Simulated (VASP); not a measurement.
# MgAl12: single point with PBE

The system is MgAl12, a slab with vacuum.

```
Al Mg
1.0
     5.71430    0.00000    0.00000
     0.00000    5.71430    0.00000
     0.00000    0.00000   19.67502
Al Mg
12 1
Direct
  0.25000 0.25000 0.20330
  0.25000 0.75000 0.20330
  0.75000 0.25000 0.20330
  0.75000 0.75000 0.20330
  0.00000 0.00000 0.30928
  0.00000 0.50000 0.30928
  0.50000 0.00000 0.30928
  0.50000 0.50000 0.30928
  0.22682 0.22682 0.40848
  0.23212 0.73908 0.41694
  0.73908 0.23212 0.41694
  0.73506 0.73506 0.41878
  0.41667 0.41667 0.52177
```

The cell isn't the ideal one: Mg over (2/6, 2/6) of the surface cell, its height relaxed.

```yaml
Program: VASP 6.6.1
Task: single point
Functional: PBE
Potentials_or_basis: VASP PAW PBE potentials, release 64 (Al, Mg)
Cutoff: 520 eV
k_mesh: 5 × 5 × 1
Occupations: gaussian, width 0.1 eV
Spin: no spin polarisation
Dipole_correction: yes
Further_INCAR_settings: ALGO = Fast; EDIFF = 1e-06; NBANDS = 31
```

```yaml
Largest_force: 0.448 eV/Å
Band_gap_on_the_k_mesh: none (metal or under the smearing width)
Work_function_of_the_upper_face: 3.32 eV
Work_function_of_the_lower_face: 4.26 eV
```

Forces in eV/Å, atoms in the order of the input:
```
Al  -0.018 -0.018  0.052
Al  -0.032  0.043 -0.005
Al   0.043 -0.032 -0.005
Al   0.058  0.058 -0.075
Al  -0.236 -0.236 -0.219
Al  -0.161  0.048  0.013
Al   0.048 -0.161  0.013
Al  -0.016 -0.016  0.219
Al   0.004  0.004  0.004
Al  -0.003 -0.002  0.001
Al  -0.002 -0.003  0.001
Al  -0.001 -0.001  0.006
Mg   0.317  0.317 -0.005
```

Levels at points of the mesh, in eV from the Fermi level:
```csv
k point,band 17,band 18,band 19,band 20,band 21,band 22
"(0.00, 0.00, 0.00)",-0.90,-0.71,-0.58,-0.31,-0.23,-0.16
```

Wall time 4.6 min on 1 thread of Intel(R) Xeon(R) Platinum 8488C (Sapphire Rapids), on a shared host, peak memory 0.59 GiB.
